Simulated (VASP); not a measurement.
# MnRuN2 (P6_3/mmc) in VASP: relaxation of cell and atoms with PBE

Aim: the relaxation of cell and atoms of MnRuN2 with PBE.

Everything below comes from runs of VASP 6.6.1. Logs are shortened: lines on timing, memory, paths and dates and some standing lists are left out, and cuts for length are marked.

## 1. The crystal as given

Symmetry: P6_3/mmc, No. 194, hexagonal system. The conventional cell has a = 2.843 Å, b = 2.843 Å, c = 11.777 Å, α = 90.00°, β = 90.00°, γ = 120.00°. Around Mn (site symmetry -6m2) lie 6 N at 2.10 Å. Around Ru (site symmetry -3m) lie 6 N at 2.32 Å. N (site symmetry 3m) has 3 Mn at 2.10 Å and 3 Ru at 2.32 Å as nearest neighbours.

The cell was built by a generator and needn't be a form met in nature.

## 2. Relaxation of cell and atoms, PBE, collinear spin, ferromagnetic start

File INCAR:

```
SYSTEM = MnRuN2
PREC = Normal
ENCUT = 520
EDIFF = 1E-4
ISMEAR = 0
SIGMA = 0.15
LREAL = .False.
LASPH = .True.
NELM = 60
ALGO = Fast
ISIF = 3
LWAVE = .False.
LCHARG = .False.
ISPIN = 2
MAGMOM = 4 4 1 1 0 0 0 0
LORBIT = 11
LMAXMIX = 4
GGA = PE
IBRION = 2
NSW = 24
EDIFFG = -0.08
KPAR = 2
```

File KPOINTS:

```
regular mesh
0
Gamma
  6 6 2
  0 0 0
```

File POSCAR:

```
MnRuN2
1.0
    2.8425654900      0.0000000000      0.0000000000
   -1.4212827500      2.4617339300      0.0000000000
    0.0000000000      0.0000000000     11.7773736800
Mn Ru N
2 2 4
Direct
    0.0000000000      0.0000000000      0.2500000000
    0.0000000000      0.0000000000      0.7500000000
    0.0000000000      0.0000000000      0.0000000000
    0.0000000000      0.0000000000      0.5000000000
    0.3333333300      0.6666666700      0.1388276700
    0.3333333300      0.6666666700      0.3611723300
    0.6666666700      0.3333333300      0.6388276700
    0.6666666700      0.3333333300      0.8611723300
```

Potentials or basis: VASP PAW PBE potentials, release 64 (Mn_pv, Ru_pv, N).

Run with:

```bash
$ cat potpaw_PBE.64/Mn_pv/POTCAR potpaw_PBE.64/Ru_pv/POTCAR potpaw_PBE.64/N/POTCAR > POTCAR
$ mpirun -np 2 vasp_std > vasp.out
```

OUTCAR:

```text
SYSTEM = MnRuN2
   PREC = Normal
   ENCUT = 520
   EDIFF = 1E-4
   ISMEAR = 0
   LREAL = .False.
   LASPH = .True.
   NELM = 60
   ISIF = 3
   ISPIN = 2
   LORBIT = 11
   GGA = PE
   IBRION = 2
   NSW = 24
   EDIFFG = -0.08

 ion  position               nearest neighbor table
   1  0.000  0.000  0.250-   5 2.10   6 2.10   5 2.10   6 2.10   5 2.10   6 2.10   3 2.94   4 2.94

   2  0.000  0.000  0.750-   7 2.10   8 2.10   7 2.10   8 2.10   7 2.10   8 2.10   3 2.94   4 2.94

   3  0.000  0.000  0.000-   5 2.32   8 2.32   8 2.32   5 2.32   8 2.32   5 2.32   1 2.94   2 2.94

   4  0.000  0.000  0.500-   6 2.32   7 2.32   7 2.32   6 2.32   7 2.32   6 2.32   1 2.94   2 2.94

   5  0.333  0.667  0.139-   1 2.10   1 2.10   1 2.10   3 2.32   3 2.32   3 2.32
   6  0.333  0.667  0.361-   1 2.10   1 2.10   1 2.10   4 2.32   4 2.32   4 2.32
   7  0.667  0.333  0.639-   2 2.10   2 2.10   2 2.10   4 2.32   4 2.32   4 2.32
   8  0.667  0.333  0.861-   2 2.10   2 2.10   2 2.10   3 2.32   3 2.32   3 2.32

  LATTYP: Found a hexagonal cell.
 ALAT       =     2.8425654900
 C/A-ratio  =     4.1432198208

  Lattice vectors:

 A1 = (   2.8425654900,   0.0000000000,   0.0000000000)
 A2 = (  -1.4212827500,   2.4617339300,   0.0000000000)
 A3 = (   0.0000000000,   0.0000000000,  11.7773736800)

Analysis of symmetry for initial positions (statically):
=====================================================================
 Subroutine PRICEL returns:
 Original cell was already a primitive cell.

 Routine SETGRP: Setting up the symmetry group for a
 hexagonal supercell.

 Subroutine GETGRP returns: Found 24 space group operations
 (whereof 12 operations were pure point group operations)
 out of a pool of 24 trial point group operations.

The static configuration has the point symmetry D_3d.
 The point group associated with its full space group is D_6h.

Analysis of symmetry for dynamics (positions and initial velocities):
=====================================================================
 Subroutine PRICEL returns:
 Original cell was already a primitive cell.

 Routine SETGRP: Setting up the symmetry group for a
 hexagonal supercell.

 Subroutine GETGRP returns: Found 24 space group operations
 (whereof 12 operations were pure point group operations)
 out of a pool of 24 trial point group operations.

The dynamic configuration has the point symmetry D_3d.
 The point group associated with its full space group is D_6h.

Analysis of structural, dynamic, and magnetic symmetry:
[... 138 lines left out ...]
   GGA     = PE    functional components
   LHFCALC =     F    Hartree Fock is set to
   AEXX    =    0.0000 exact exchange contribution
   IVDW    =     0    specifies the selected vdW correction
   LEPSILON=     F    determine dielectric tensor
   LRPA    =     F    only Hartree local field effects (RPA)
 conjugate gradient relaxation of ions
 spin polarized calculation
 RMM-DIIS sequential band-by-band and
 Gauss-broadening in eV      SIGMA  =   0.15
  energy-cutoff  :      520.00
  volume of cell :       82.41
 maximum number of plane-waves:      2240
   NGX = 11   NGY = 11   NGZ = 43

--------------------------------------- Ionic step        1  -------------------------------------------

 number of electron      74.0000000 magnetization      10.0000000

 number of electron      74.0000093 magnetization       5.1245058

 Free energy of the ion-electron system (eV)
  ---------------------------------------------------
  ext. energy  EPLUGINS =         0.00000000
  ---------------------------------------------------
  free energy    TOTEN  =       -66.32432601 eV

  energy without entropy =      -66.24264976  energy(sigma->0) =      -66.28348788

 E-fermi :   9.2188     XC(G=0): -13.0534

 val. band max:        9.1916670828   @ k =   0.3333   0.0000   0.0000
 cond. band min:       9.2203630847   @ k =   0.3333   0.1667   0.0000
 fundamental gap:      0.0286960019
 Fermi energy:         9.2187504043

 spin component 1

 k-point     1 :       0.0000    0.0000    0.0000
  band No.  band energies     occupation
      1     -40.6313      1.00000
      2     -40.6308      1.00000
      3     -40.3688      1.00000
      4     -40.3688      1.00000
      5     -40.3688      1.00000
      6     -40.3688      1.00000
[... 1567 lines left out ...]
  FREE ENERGIE OF THE ION-ELECTRON SYSTEM (eV)
  ---------------------------------------------------
  free  energy   TOTEN  =       -67.7154869056 eV

  energy  without entropy=      -67.6399498276  energy(sigma->0) =      -67.67771837

[... ionic steps 4 to 7 ...]

--------------------------------------- Ionic step        8  -------------------------------------------

 number of electron      73.9999879 magnetization       2.7160752

------------------------ aborting loop because EDIFF is reached ----------------------------------------
[... 79 lines left out ...]
--------------------------------------- Ionic step       10  -------------------------------------------

 number of electron      73.9999880 magnetization       2.7109938

 Free energy of the ion-electron system (eV)
  ---------------------------------------------------
  ext. energy  EPLUGINS =         0.00000000
  ---------------------------------------------------
  free energy    TOTEN  =       -67.74015655 eV

  energy without entropy =      -67.66132144  energy(sigma->0) =      -67.70073899

 E-fermi :  11.6359     XC(G=0): -13.8890

 val. band max:       11.6345233078   @ k =   0.3333   0.3333   0.5000
 cond. band min:      11.6456843419   @ k =   0.3333   0.3333   0.0000
 fundamental gap:      0.0111610342
 Fermi energy:        11.6359316045

 spin component 1

 k-point     1 :       0.0000    0.0000    0.0000
  band No.  band energies     occupation
      1     -38.1439      1.00000
      2     -38.1403      1.00000
      3     -37.7380      1.00000
      4     -37.7380      1.00000
      5     -37.7379      1.00000
      6     -37.7379      1.00000
[... 1483 lines left out ...]
  FREE ENERGIE OF THE ION-ELECTRON SYSTEM (eV)
  ---------------------------------------------------
  free  energy   TOTEN  =       -67.7401565535 eV

  energy  without entropy=      -67.6613214354  energy(sigma->0) =      -67.70073899

 reached required accuracy - stopping structural energy minimisation

 total charge

# of ion       s       p       d       tot
------------------------------------------
    1        0.317   6.401   5.205  11.923
    2        0.317   6.401   5.205  11.923
    3        0.304   6.300   6.027  12.631
    4        0.304   6.300   6.027  12.631
    5        1.249   2.398   0.000   3.647
    6        1.249   2.398   0.000   3.647
    7        1.249   2.398   0.000   3.647
    8        1.249   2.398   0.000   3.647
--------------------------------------------------
tot          6.238  34.996  22.464  63.698

 magnetization (x)

# of ion       s       p       d       tot
------------------------------------------
    1        0.009   0.005   1.410   1.424
    2        0.009   0.005   1.410   1.424
    3        0.002  -0.001  -0.004  -0.003
    4        0.002  -0.001  -0.004  -0.003
    5        0.006  -0.035   0.000  -0.029
    6        0.006  -0.035   0.000  -0.029
    7        0.006  -0.035   0.000  -0.029
    8        0.006  -0.035   0.000  -0.029
--------------------------------------------------
tot          0.043  -0.131   2.812   2.725
```

CONTCAR:

```text
MnRuN2
   1.00000000000000
     2.7639395789566605    0.0000000001649211    0.0000000000000000
    -1.3819697941972033    2.3936418932412766    0.0000000000000000
     0.0000000000000000   -0.0000000000000000   10.8064933680582360
  Mn              Ru              N
     2     2     4
Direct
     0.0000000000000000    0.0000000000000000    0.2500000000000000
     0.0000000000000000    0.0000000000000000    0.7500000000000000
     0.0000000000000000    0.0000000000000000    0.0000000000000000
     0.0000000000000000    0.0000000000000000    0.5000000000000000
     0.3333333300000021    0.6666666699999979    0.1364724754818566
     0.3333333300000021    0.6666666699999979    0.3635275245181435
     0.6666666699999979    0.3333333300000021    0.6364724754818567
     0.6666666699999979    0.3333333300000021    0.8635275245181434

  0.00000000E+00  0.00000000E+00  0.00000000E+00
  0.00000000E+00  0.00000000E+00  0.00000000E+00
  0.00000000E+00  0.00000000E+00  0.00000000E+00
  0.00000000E+00  0.00000000E+00  0.00000000E+00
  0.00000000E+00  0.00000000E+00  0.00000000E+00
  0.00000000E+00  0.00000000E+00  0.00000000E+00
  0.00000000E+00  0.00000000E+00  0.00000000E+00
  0.00000000E+00  0.00000000E+00  0.00000000E+00
```

It took 3.7 min on 2 MPI ranks of Intel Xeon Platinum 8259CL at 2.50GHz (Skylake/Cascade Lake), shared host; peak memory 0.22 GiB.

Results:

| Property | Result |
| --- | --- |
| Free energy | -67.7402 eV |
| Relaxed volume | 8.94 Å³/atom |
| Relaxed cell | a = 2.764 Å, b = 2.764 Å, c = 10.806 Å, α = 90.00°, β = 90.00°, γ = 120.00° |
| Space group after relaxing (to 0.05 Å) | P6_3/mmc (No. 194) |
| Energy gained by relaxing | 177.0 meV/atom |
| Ionic steps | 10 |
| Pressure after relaxing | 0.6 GPa |
| Largest force after relaxing | 0.058 eV/Å |
| Band gap on the k mesh | none (metal or under the smearing width) |
| Net moment | 2.71 μB per cell |
| Site moments | Mn +1.42; Ru -0.00; N -0.03 μB |
| Valence electrons inside the program's atomic spheres | Mn 11.92; Ru 12.63; N 3.65 |

Forces on the atoms (eV/Å):
```
Mn   0.000  0.000  0.000
Mn   0.000  0.000  0.000
Ru   0.000  0.000  0.000
Ru   0.000  0.000  0.000
N    0.000  0.000 -0.058
N    0.000  0.000  0.058
N    0.000  0.000 -0.058
N    0.000  0.000  0.058
```

Stress tensor (GPa, compression positive):
```
0.25 0.00 0.00
0.00 0.25 0.00
0.00 0.00 1.21
```

Step by step:
```
step  energy change (eV)  largest force (eV/Å)  pressure (GPa)  volume (Å³)
   1              0.0000                0.4665          -28.55        82.41
   2              0.2560                0.1514           62.15        62.26
   3             -1.3912                0.3169           -0.82        71.55
   4             -1.3934                0.3129            0.87        71.21
   5             -1.3929                0.3117            1.91        71.00
   6             -1.4156                0.0858            1.26        71.45
   7             -1.4156                0.0388            0.61        71.55
   8             -1.4158                0.0503            0.59        71.52
   9             -1.4157                0.0727            0.78        71.47
  10             -1.4158                0.0584            0.57        71.49
```

Final structure:
```cif
data_structure
_symmetry_space_group_name_H-M 'P 1'
_symmetry_Int_Tables_number 1
_cell_length_a 2.7639
_cell_length_b 2.7639
_cell_length_c 10.8065
_cell_angle_alpha 90.000
_cell_angle_beta 90.000
_cell_angle_gamma 120.000
_cell_volume 71.49
loop_
_atom_site_label
_atom_site_type_symbol
_atom_site_fract_x
_atom_site_fract_y
_atom_site_fract_z
_atom_site_occupancy
Mn1 Mn 0.00000 0.00000 0.25000 1
Mn2 Mn 0.00000 0.00000 0.75000 1
Ru1 Ru 0.00000 0.00000 0.00000 1
Ru2 Ru 0.00000 0.00000 0.50000 1
N1 N 0.33333 0.66667 0.13647 1
N2 N 0.33333 0.66667 0.36353 1
N3 N 0.66667 0.33333 0.63647 1
N4 N 0.66667 0.33333 0.86353 1
```

Caveat: the k mesh is coarse (spacing up to 0.43 Å⁻¹), so the values aren't converged; only a ferromagnetic start was run, and an antiferromagnetic order may lie lower in energy; the relaxation stopped at a loose force limit of 0.08 eV/Å, so its end isn't a converged minimum. With open d or f shells a metallic result of PBE can be an artefact of self-interaction; +U or a hybrid may open a gap.
